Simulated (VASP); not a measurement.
Ru:

```
CELL_PARAMETERS angstrom
2.70783 0.00000 0.00000
-1.35391 2.34505 0.00000
0.00000 0.00000 4.26810
ATOMIC_POSITIONS crystal
Ru 0.33333 0.66667 0.25000
Ru 0.66667 0.33333 0.75000
```

```yaml
Program: VASP 6.6.1
Task: relaxation of cell and atoms
Functional: PBEsol
Potentials_or_basis: VASP PAW PBE potentials, release 64 (Ru_pv)
Cutoff: 600 eV
k_mesh: 6 × 6 × 4
Occupations: gaussian, width 0.1 eV
Spin: no spin polarisation
```

At the start: pressure -5.0 GPa; volume 13.55 Å³/atom.

How do energy, volume and symmetry change on relaxing?

Over 6 steps the energy falls by 4.5 meV/atom and the volume is 13.36 Å³/atom (-1.4 %); space group P6_3/mmc (No. 194, to 0.05 Å).

The path:
| step | energy change (eV) | largest force (eV/Å) | pressure (GPa) | volume (Å³) |
| --- | --- | --- | --- | --- |
| 1 | 0.0000 | 0.0000 | -5.01 | 27.10 |
| 2 | 0.0643 | 0.0000 | 18.85 | 25.47 |
| 3 | -0.0083 | 0.0000 | 0.33 | 26.68 |
| 4 | -0.0083 | 0.0000 | 0.48 | 26.67 |
| 5 | -0.0086 | 0.0000 | -0.28 | 26.74 |
| 6 | -0.0089 | 0.0000 | 0.01 | 26.71 |

Final structure:
```
CELL_PARAMETERS angstrom
2.70380 0.00000 0.00000
-1.35190 2.34156 0.00000
0.00000 0.00000 4.21910
ATOMIC_POSITIONS crystal
Ru 0.33333 0.66667 0.25000
Ru 0.66667 0.33333 0.75000
```

Caveat: the k mesh is coarse (spacing up to 0.45 Å⁻¹), so the values aren't converged; the PAW data sets were made with another functional, which shifts forces and pressure a little.
